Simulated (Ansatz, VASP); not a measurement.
# Cross-check of AlZnGeH between VASP and Ansatz, part 2 of 2

One calculation is typed for both programs; each brings its own data sets. How far apart do they land? The two relaxations start from unlike cells of this crystal (the structure described is Ansatz's start), so only their ends are compared.

VASP 6.6.1 and Ansatz 0.2.0.

So far: The starting structure; VASP: relaxation of cell and atoms, PBEsol.

### 3. Ansatz: relaxation of cell and atoms, PBEsol

Level of this step: Ansatz beside VASP: Kohn-Sham DFT, plane waves, PBEsol (Ansatz).

Ansatz runs on its PAW soft_1 files.

Its own start cell and the same functional, mesh and smearing now go to Ansatz, which takes its cutoff from its data sets.

The input, input.yaml:

```yaml
crystal:
  lattice:
    - [3.655, 0.0, 0.0]
    - [-1.8275, 3.165322851, 0.0]
    - [0.0, 0.0, 4.336]
  atoms:
    - { symbol: Ge, position: [0.666666667, 0.333333333, 0.5653] }
    - { symbol: Zn, position: [0.333333333, 0.666666667, 0.0086] }
    - { symbol: Al, position: [0.0, 0.0, 0.4468] }
    - { symbol: H, position: [0.0, 0.0, 0.1132] }
kpoints:
  mp_grid: { grid: [8, 8, 6] }
scf:
  occupations: { method: fermi_dirac, width: 0.05 }
hamiltonian:
  xc: pbesol
  pseudopotentials: { kind: paw, azcp: { folder: soft_1 }, xc_functional: pbe }
relax:
  f_tol: 0.015
  max_steps: 70
  cell: {}
output:
  forces: true
  stress: true
```

Command:

```console
$ ansatz run input.yaml --threads 4 --pin off --max-ram 8192MiB --backend cpu --events-out ev --progress --plain --runs-dir out
```

Numbers of over 12 decimals in the logs are rounded to 6 here.

Output:

```text
Engine: ansatz 0.2.0, aarch64-unknown-linux-gnu
Pseudopotentials: kind: paw
Pseudopotential: Ge, paw, valence charge 14, recommended cutoff 420 eV (normal), soft_1/Ge.paw.azcp
Pseudopotential: Zn, paw, valence charge 12, recommended cutoff 420 eV (normal), soft_1/Zn.paw.azcp
Pseudopotential: Al, paw, valence charge 3, recommended cutoff 420 eV (normal), soft_1/Al.paw.azcp
Pseudopotential: H, paw, valence charge 1, recommended cutoff 420 eV (normal), soft_1/H.paw.azcp
Functional definition: PBEsol
  exchange = pbesol_x
  correlation = pbesol_c
Crystal: 4 atoms, lattice volume = 50.164 Å³
Basis set: ecut = 420 eV, 975 PW (Γ), exchange–correlation on 50×50×60 points (8 copies of the dense FFT grid, shifted against one another)
Bands: 19, of which v1, the nominal top of the filled ones, is band 15 counted from 1 (14 counted from 0)
Symmetry: 6 space group operations
Space group: P3m1 (ITA 156), of the structure as read, at distance tolerance 3.7e-5 Å
k-points: 50 of 384 (time reversal used)
Non-local potential: Ge, projectors of the file, l = 0: 2, l = 1: 2, l = 2: 3, l = 3: 1
Non-local potential: Zn, projectors of the file, l = 0: 2, l = 1: 2, l = 2: 3, l = 3: 1
Non-local potential: Al, projectors of the file, l = 0: 2, l = 1: 2, l = 2: 1
Non-local potential: H, projectors of the file, l = 0: 2, l = 1: 1
PAW form: soft (Blöchl's): semilocal exchange-correlation on the pseudo side does not see the compensation charge
PAW frozen core: Ge, regenerated for the run's functional, and the local potential with it (the file was generated under x = pbe(κ = 0.804, μ = 0.219515), c = pbe(β = 0.066725))
PAW frozen core: Zn, regenerated for the run's functional, and the local potential with it (the file was generated under x = pbe(κ = 0.804, μ = 0.219515), c = pbe(β = 0.066725))
PAW frozen core: Al, regenerated for the run's functional, and the local potential with it (the file was generated under x = pbe(κ = 0.804, μ = 0.219515), c = pbe(β = 0.066725))
PAW one-centre angular grid: Ge, 590 points (default); XC on 64 Gauss nodes
PAW one-centre angular grid: Zn, 590 points (default); XC on 64 Gauss nodes
PAW one-centre angular grid: Al, 110 points (default); XC on 64 Gauss nodes
PAW one-centre angular grid: H, 110 points (default); XC on 64 Gauss nodes
Initial density: superposition of atomic densities (chi_scale 0.1, normalization cell, long waves kept (reshape's long-wave potential 0.00 eV rms))
Initial wavefunctions: pseudopotential atomic-orbital guess
Functional: x = pbesol(κ = 0.804, μ = 0.123457), c = pbesol(β = 0.046)
SCF iter   1: F=—  HF=-8072.429842 eV  |F-HF|=—  |Δ(HF+E_count)|=         —  Δρ=6.78e-2  dr2=2.78e0  ethr=3.10e-3  ⟨swp⟩=6.1  Hψ=5120  notcnv=0
preconditioner: auto → Kerker (q_TF=auto, 2.504 Å⁻¹)  [metal: Δε(μ)=0.031 eV  Ē_g=15.158 eV  σ=0.050 eV  W_gap=0.15  n_scr=20 (ndim 8)  ℏωp=28.7 eV  f_vac=0.000  D(μ)=1.10/eV (n_scr^D=8)]
SCF iter   2: F=—  HF=-8071.781441 eV  |F-HF|=—  |Δ(HF+E_count)|=   6.48e-1  Δρ=3.69e-2  dr2=8.65e-1  ethr=3.10e-3  ⟨swp⟩=2.1  Hψ=1883  notcnv=0
SCF iter   3: F=—  HF=-8071.563090 eV  |F-HF|=—  |Δ(HF+E_count)|=   2.18e-1  Δρ=2.25e-2  dr2=2.26e-1  ethr=2.88e-3  ⟨swp⟩=2.0  Hψ=1980  notcnv=0
SCF iter   4: F=—  HF=-8071.459611 eV  |F-HF|=—  |Δ(HF+E_count)|=   1.03e-1  Δρ=6.12e-3  dr2=1.43e-2  ethr=7.53e-4  ⟨swp⟩=2.1  Hψ=1602  notcnv=0
SCF iter   5: F=—  HF=-8071.461427 eV  |F-HF|=—  |Δ(HF+E_count)|=   1.82e-3  Δρ=2.08e-3  dr2=1.64e-3  ethr=4.77e-5  ⟨swp⟩=2.0  Hψ=2300  notcnv=0
SCF iter   6: F=—  HF=-8071.459234 eV  |F-HF|=—  |Δ(HF+E_count)|=   2.19e-3  Δρ=1.10e-3  dr2=5.80e-4  ethr=5.46e-6  ⟨swp⟩=2.0  Hψ=1824  notcnv=0
SCF iter   7: F=—  HF=-8071.459117 eV  |F-HF|=—  |Δ(HF+E_count)|=   1.17e-4  Δρ=4.00e-4  dr2=8.45e-5  ethr=1.93e-6  ⟨swp⟩=2.1  Hψ=1409  notcnv=0
SCF iter   8: F=—  HF=-8071.459152 eV  |F-HF|=—  |Δ(HF+E_count)|=   3.57e-5  Δρ=1.79e-4  dr2=1.47e-5  ethr=2.82e-7  ⟨swp⟩=2.6  Hψ=1699  notcnv=0
SCF iter   9: F=—  HF=-8071.459149 eV  |F-HF|=—  |Δ(HF+E_count)|=   3.35e-6  Δρ=3.33e-5  dr2=4.47e-7  ethr=4.91e-8  ⟨swp⟩=2.0  Hψ=1343  notcnv=0
SCF iter  10: F=-8071.459149 eV  HF=-8071.459149 eV  |F-HF|=2.49e-8  |Δ(HF+E_count)|=   4.88e-8  Δρ=8.90e-6  dr2=4.34e-8  ethr=3.33e-10  ⟨swp⟩=4.1  Hψ=3262  notcnv=0
SCF 1 converged in 10 iterations: F = -8071.459149 eV  dr2 = 4.34e-8
  greatest PAW one-centre occupation: 0.998 electrons in one spin orbital (limit 2), on the Ge atom at site 0 (counted from 0), in its partial waves of l = 2
relax step   1: F+E_penalty+E_count = -8071.45914906 eV  Δ(F+E_penalty+E_count) = +0.000e0 eV  max|allowed force component| = 3.785e0 eV/Å  Δτ_max = 0.0000 Å  P = +30.703 GPa  Ω = 50.164 Å³  (10 SCF iters, dr2 threshold 1.00e-7 eV, accepted)
[...]
relax step  12: F+E_penalty+E_count = -8073.40556493 eV  Δ(F+E_penalty+E_count) = -9.689e-3 eV  max|allowed force component| = 4.732e-3 eV/Å  Δτ_max = 0.0000 Å  P = +0.147 GPa  Ω = 62.639 Å³  stress off target by 2.66e-1 GPa  SCF on the basis re-selected at this cell (its energy is not comparable with the rows above)  (9 SCF iters)
[...]
relax step  13: F+E_penalty+E_count = -8073.40571433 eV  Δ(F+E_penalty+E_count) = -1.494e-4 eV  max|allowed force component| = 9.078e-3 eV/Å  Δτ_max = 0.0174 Å  P = +0.035 GPa  Ω = 63.053 Å³  energy of the carried Pulay correction = -1.692e-4 eV  (6 SCF iters, dr2 threshold 1.76e-7 eV, accepted)
[...]
relax step  14: F+E_penalty+E_count = -8073.40571000 eV  Δ(F+E_penalty+E_count) = +4.331e-6 eV  max|allowed force component| = 2.538e-3 eV/Å  Δτ_max = 0.0012 Å  P = -0.006 GPa  Ω = 63.092 Å³  energy of the carried Pulay correction = -1.854e-4 eV  (5 SCF iters, dr2 threshold 6.45e-9 eV, accepted)
[...]
relax step  15: F+E_penalty+E_count = -8073.40589753 eV  Δ(F+E_penalty+E_count) = -1.875e-4 eV  max|allowed force component| = 2.556e-3 eV/Å  Δτ_max = 0.0000 Å  P = -0.006 GPa  Ω = 63.092 Å³  stress off target by 1.20e-2 GPa  SCF on the basis re-selected at this cell (its energy is not comparable with the rows above)  (7 SCF iters)
basis re-selected at this cell: Δ(F+E_penalty+E_count) = -1.875e-4 eV, ΔP = -0.000 GPa vs the last step (what re-selecting the basis moved, of the pressure what is left beyond the Pulay correction that the steps carried, after the strain that the cell walked since its last selection, with what the two solves' SCF thresholds leave and, on support functions, any second-order correction that the steps lacked; it is no m [...]
SCF converged after 7 iterations
Free energy (F): -8073.405898 eV
Harris-Foulkes:  -8073.405898 eV  (|F-HF|=5.46e-12)
Internal energy: -8073.401038 eV  (E = F + TS)
E sigma→0 (E₀):  -8073.403468 eV
Entropy (-TS):   -0.004860 eV (-1.215 meV/atom)
Fermi energy:    7.047362 eV
--- Per-component energies (eV) ---
  E_band       = -141.789072
  E_kinetic    = 274.399909
  E_local      = -4673.282028  (includes V_loc(G=0)·N_el)
  E_nonlocal   = 1049.995388
  E_hartree    = 2037.687845
  E_xc         = -194.014143
  E_vxc        = -155.930886  (∫ρ·V_xc dr)
  E_paw        = -4287.909546  (= ΣΔE_a)
  E_vpaw       = -712.345928  (= ΣTr[D̂ρ^β])
  E_aug_tail   = -0.001163  (compensation charges beyond the density's cutoff)
  E_ewald      = -2282.011733
  E_core_change = 1.734433  (= ΣΔE_core)
  E_smearing   = -0.004860  (= −TS)
  E_closure    = -0.000000  (closes the sum)
  Σ components = -8073.405898   (vs F -8073.405898, Δ=0.00e0)
--- Forces (eV/Å), atoms counted from 1 ---
  atom   1  Ge    -0.00000000    -0.00000000     0.00011326
  atom   2  Zn    -0.00000000     0.00000000    -0.00158312
  atom   3  Al    -0.00000000    -0.00000000     0.00255599
  atom   4  H      0.00000000     0.00000000    -0.00108691
  max |Σ_I F_I| component: 7.82e-7 eV/Å
--- Stress (GPa, compression-positive) ---
       -0.003719      -0.000000       0.000000
        0.000000      -0.003719       0.000000
        0.000000       0.000000      -0.011980
  P = ⅓ Tr σ = -0.0065 GPa (-0.065 kbar)
--- Relaxed structure (13 steps of the walk, 13 accepted, 2 SCFs on fresh bases) ---
  F+E_penalty+E_count = -8073.40589753 eV   max|allowed force component| = 2.556e-3 eV/Å   (the final SCF, on the basis selected at the relaxed cell)
  cell:  # Å, volume = 63.0922 Å³
    - [3.869662, 1.588817827121635e-17, -4.8904008535254266e-17]
    - [-1.934831, 3.351226, 2.4452004267627182e-17]
    - [-5.801580875601622e-17, 0, 4.865182]
  atoms:
    - { symbol: Ge, position: [0.666667, 0.333333, 0.674009] }
    - { symbol: Zn, position: [0.333333, 0.666667, -0.065383] }
    - { symbol: Al, position: [1.2043360883683095e-18, 0, 0.433084] }
    - { symbol: H, position: [1.8448599249290696e-18, 0, 0.092189] }
```

In the SCF lines HF is the Harris–Foulkes energy and dr2 the Hartree energy of the density residual, in eV; the loop may stop once dr2 is under the threshold and the program's other checks hold. Hψ counts applications of the Hamiltonian.

### 4. Differences

Known differences besides the potentials themselves: the cutoff is 420 eV in Ansatz and 500 eV in VASP; Ansatz makes its cores anew for this functional, VASP keeps those of its PBE data sets; Ansatz adds a Pulay correction to the stress that steers its cell, VASP none. Total energies have different zeros and are not compared.

Compared:

```tsv
quantity	Ansatz	VASP	difference
volume (Å³)	63.09	63.01	+0.14 %
edge a after relaxation, in the typed setting (Å)	3.870	3.868	+0.04 %
edge c after relaxation, in the typed setting (Å)	4.865	4.862	+0.06 %
```

### 5. Summary of results

```
difference in volume (relaxation of cell and atoms, PBEsol) : 0.14 %
```

The difference in volume is 0.14 % (relaxation of cell and atoms, PBEsol), within the 1.2 % picked in this series as the mark of a large difference, as far as the stopping tolerances let one tell. How closely two codes agree says nothing of how well the functional describes the real material.

[Lines on the potential files, build, host, timing and source positions are cut from VASP's logs without a mark.]

[Logs are printed without paths, hosts, clocks, repeated set-up lines and the standing remarks that a program may print on its own settings, such as how far it seeks lower states.]

[Hosts, paths, dates, database ids (printed as entryN), source tags and the programs' standing remarks are cut or masked in the printed files.]
